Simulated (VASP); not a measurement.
OSZICAR of a VASP run on MnC (a trial cell in the CrB structure, space group Cmcm):

**OSZICAR**
```
       N       E                     dE             d eps       ncg     rms          rms(c)
DAV:   1     0.348676610753E+03    0.34868E+03   -0.19388E+04  5664   0.198E+03
DAV:   2    -0.132535822374E+02   -0.36193E+03   -0.34976E+03  5664   0.531E+02
DAV:   3    -0.379175741946E+02   -0.24664E+02   -0.23912E+02  6772   0.137E+02
DAV:   4    -0.390279116122E+02   -0.11103E+01   -0.10760E+01  7254   0.244E+01
DAV:   5    -0.390573230024E+02   -0.29411E-01   -0.29375E-01  6812   0.364E+00    0.283E+01
DAV:   6    -0.413453940396E+02   -0.22881E+01   -0.13326E+02  7464   0.107E+02    0.247E+01
DAV:   7    -0.334160586262E+02    0.79293E+01   -0.35842E+01  7438   0.657E+01    0.848E+00
DAV:   8    -0.337966991149E+02   -0.38064E+00   -0.30512E+00  6622   0.111E+01    0.532E+00
DAV:   9    -0.338403678046E+02   -0.43669E-01   -0.36511E-01  7284   0.487E+00    0.219E+00
DAV:  10    -0.338404006985E+02   -0.32894E-04   -0.45781E-02  6744   0.178E+00    0.140E+00
DAV:  11    -0.338386094171E+02    0.17913E-02   -0.21123E-02  7150   0.970E-01    0.537E-01
DAV:  12    -0.338385165190E+02    0.92898E-04   -0.48610E-03  7354   0.470E-01    0.183E-01
DAV:  13    -0.338384831360E+02    0.33383E-04   -0.71996E-04  7372   0.202E-01    0.628E-02
DAV:  14    -0.338384812925E+02    0.18435E-05   -0.62195E-05  6132   0.754E-02    0.301E-02
DAV:  15    -0.338384775134E+02    0.37791E-05   -0.21402E-05  7152   0.329E-02    0.815E-03
DAV:  16    -0.338384773018E+02    0.21163E-06   -0.30315E-06  5076   0.152E-02
   1 F= -.33838477E+02 E0= -.33837331E+02  d E =-.229288E-02  mag=     3.9013
```

### Question
Which electronic solver shows in the log?

### Answer
It is blocked Davidson (ALGO = Normal, or the opening steps of other solvers). The INCAR had ALGO = Normal.

### Question
How was spin treated?

### Answer
Collinear spin (ISPIN = 2): the summary line carries one mag value, 3.90 μB in the cell.

### Question
Can the final energy be trusted as converged?

### Answer
The run converged. It stopped with EDIFF = 1E-6, NELM = 100 (PBE GGA, plane waves, VASP's PBE PAW potentials (set 64)). The moments were started parallel, and other spin orders were not tried in this run.

The structure was generated: MnC was put into the CrB type (Cmcm), which need not be its known phase. The cell was not relaxed at this level. The k-mesh is coarse (spacing up to 0.33 per Å, 2π included), so the numbers may not be converged in it. The run is one of a series of settings (MAGMOM = 0.0 0.0 0.8 0.8 against the base run), some of them coarse on purpose.
